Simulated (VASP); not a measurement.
ZnS, 4 atoms in the cell. Symmetry: P6_3mc, No. 186, hexagonal system. Conventional cell: a = 3.811 Å, b = 3.811 Å, c = 6.234 Å, α = 90.00°, β = 90.00°, γ = 120.00°. Zn (site symmetry 3m) has 4 S at 2.31 to 2.40 Å as nearest neighbours. Around S (site symmetry 3m) lie 4 Zn at 2.31 to 2.40 Å. 

```yaml
Program: VASP 6.6.1
Task: relaxation of cell and atoms
Functional: PBE
Potentials_or_basis: VASP PAW PBE potentials, release 64 (Zn, S)
Cutoff: 350 eV
k_mesh: 9 × 9 × 6
Occupations: gaussian, width 0.02 eV
Spin: no spin polarisation
Further_INCAR_settings: ALGO = Normal; EDIFF = 1e-07; IBRION = 2; EDIFFG = -0.002; NSW = 80; ISIF = 3
```

Potentials or basis: VASP PAW PBE potentials, release 64 (Zn, S).

Command:

```bash
$ cat potpaw_PBE.64/Zn/POTCAR potpaw_PBE.64/S/POTCAR > POTCAR
$ mpirun -np 1 vasp_std > vasp.out
```

Hardware: 1 thread of Intel(R) Xeon(R) Platinum 8375C CPU @ 2.90GHz (Ice Lake), with other jobs on the host.

Q: Estimate the wall time of this run.

A: Run time: 3.5 min on 1 thread of Intel(R) Xeon(R) Platinum 8375C CPU @ 2.90GHz (Ice Lake) (shared host), peak memory 0.18 GiB. Counts: scf iterations 82, k points 48, ion steps 10.
